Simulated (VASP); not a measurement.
Input of a VASP 6.6.1 run:

The input run.py:

```python
from ase.calculators.vasp import Vasp
from ase.dft.bandgap import bandgap
from ase.io import read

atoms = read('POSCAR')
calc = Vasp(
    directory='calc',
    xc='lda',
    pp='LDA',
    setups='recommended',
    prec='Accurate',
    encut=520,
    ediff=1e-07,
    ismear=1,
    sigma=0.1,
    lreal=False,
    lasph=True,
    nelm=80,
    algo='Fast',
    isif=2,
    lwave=False,
    lcharg=True,
    lmaxmix=4,
    kpts=[7, 7, 7],
    gamma=True,
    nbands=34,
)
atoms.calc = calc

print('energy (eV):', atoms.get_potential_energy())
print('free energy (eV):', atoms.get_potential_energy(force_consistent=True))
efermi = calc.get_fermi_level()
print('Fermi level (eV):', efermi)
path = atoms.cell.bandpath(npoints=60, eps=1e-4)
print('path:', path.path)
calc.set(kpts=path.kpts, reciprocal=True, icharg=11, isym=0, lcharg=False)
calc.calculate(atoms)
print('gap on the path (eV):', bandgap(calc, efermi=efermi)[0])
print('direct gap on the path (eV):', bandgap(calc, efermi=efermi, direct=True)[0])
```

Contents of POSCAR:

```
HfRu3
1.0
    4.0288390000     -0.0101570000      0.0763680000
   -0.0101570000      3.9514600000      0.0201050000
    0.0763680000      0.0201050000      3.8898480000
Hf Ru
1 3
Direct
    0.0000000000      0.0000000000      0.0000000000
    0.0000000000      0.5000000000      0.5000000000
    0.5000000000      0.0000000000      0.5000000000
    0.5000000000      0.5000000000      0.0000000000
```

Potentials or basis: VASP PAW LDA potentials, release 64 (Hf_pv, Ru_pv).

Launch:

```sh
$ python run.py
```

Question: What does it give for the band gap along the path?

Answer: None (metal or under the smearing width).

Levels at the corners of the path, in eV from the Fermi level:
```csv
point,band 21,band 22,band 23,band 24,band 25,band 26,band 27,band 28
X,-2.26,-1.96,-0.87,-0.57,-0.39,-0.16,-0.05,0.91
Γ,-1.35,-0.99,0.48,0.80,1.72,2.12,2.24,2.38
Y,-2.14,-2.04,-1.05,-0.73,-0.22,-0.19,-0.09,1.04
L,-2.08,-2.06,-2.02,-0.98,-0.80,-0.77,-0.71,0.01
Γ,-1.35,-0.99,0.48,0.80,1.72,2.12,2.24,2.38
Z,-2.17,-2.08,-2.03,-0.96,-0.95,-0.77,-0.47,-0.01
N,-1.43,-1.13,-0.96,-0.61,1.02,1.53,1.62,1.75
Γ,-1.35,-0.99,0.48,0.80,1.72,2.12,2.24,2.38
M,-2.18,-2.08,-0.71,-0.47,-0.31,-0.25,-0.13,0.84
R,-2.22,-2.17,-2.02,-0.93,-0.73,-0.73,-0.60,0.15
Γ,-1.35,-0.99,0.48,0.80,1.72,2.12,2.24,2.38
```

Caveat: the log is that of the step along the path at fixed density, whose energy, stress, charges and moments have no meaning; spin-orbit coupling is left out, which moves the levels of the heavy elements.
